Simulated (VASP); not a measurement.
An input for Quantum ESPRESSO's pw.x (written as the equivalent of a VASP run, and not itself run):

```
&CONTROL
  calculation = 'scf'
  pseudo_dir = './pseudo'
  outdir = './out'
  tprnfor = .true.
  tstress = .true.
/
&SYSTEM
  ibrav = 0
  nat = 4
  ntyp = 2
  ecutwfc = 74
  occupations = 'tetrahedra'
  input_dft = 'pbesol'
/
&ELECTRONS
  conv_thr = 7.3e-09
  electron_maxstep = 100
/
ATOMIC_SPECIES
  Rb 85.468 Rb.upf
  Li 6.940 Li.upf
CELL_PARAMETERS angstrom
    -3.2371772    3.2371772    6.3327315
     3.2371772   -3.2371772    6.3327315
     3.2371772    3.2371772   -6.3327315
ATOMIC_POSITIONS crystal
  Rb   0.7500000  0.2500000  0.5000000
  Rb   0.2500000  0.7500000  0.5000000
  Rb   0.5000000  0.5000000  0.0000000
  Li   0.0000000  0.0000000  0.0000000
K_POINTS automatic
  8 8 8 0 0 0
```

Problem. Write the VASP files for the same calculation (PBEsol).

Solution. One answer among several that fit: 
POSCAR:
```
Rb3Li
1
   -3.2371771545     3.2371771545     6.3327314611
    3.2371771545    -3.2371771545     6.3327314611
    3.2371771545     3.2371771545    -6.3327314611
Rb Li
3 1
Direct
  0.7500000000   0.2500000000   0.5000000000
  0.2500000000   0.7500000000   0.5000000000
  0.5000000000   0.5000000000   0.0000000000
  0.0000000000   0.0000000000   0.0000000000
```

File KPOINTS:
```
Automatic
0
G
  8 8 8
0 0 0
```

**INCAR**
```
! general
SYSTEM   =  Rb3Li
PREC     =  Accurate
ENCUT    =  520   ! plane-wave cut-off (eV)
LREAL    =  .FALSE.
LASPH    =  .TRUE.   ! aspherical one-centre terms

! electronic loop
EDIFF    =  1E-7
NELM     =  100   ! most electronic steps
ALGO     =  Normal   ! blocked Davidson
LMAXMIX  =  4

! smearing
ISMEAR   =  -5

! functional
GGA      =  PS   ! PBEsol

! ions
ISIF     =  2   ! forces and stress, cell fixed

! output
LWAVE    =  .FALSE.
LCHARG   =  .TRUE.
LORBIT   =  11   ! lm-projected
NEDOS    =  601   ! DOS grid

! other
LEFG     =  .TRUE.
```

POTCAR, in this order: Rb_sv Li_sv (PBE.64 set). Program: vasp_std.

The two are equivalent in intent, not identical: the potentials are each code's own (VASP's PAW set, PseudoDojo norm-conserving files in pw.x), so ENCUT and ecutwfc are chosen apart and not converted; conv_thr bounds pw.x's estimated SCF error, while EDIFF bounds the energy change between steps; the field gradients of LEFG aren't asked of the other code.

The structure comes from a computed database's Rb3Li entry (I4/mmm); how it stands against other phases isn't given here. It was relaxed first.
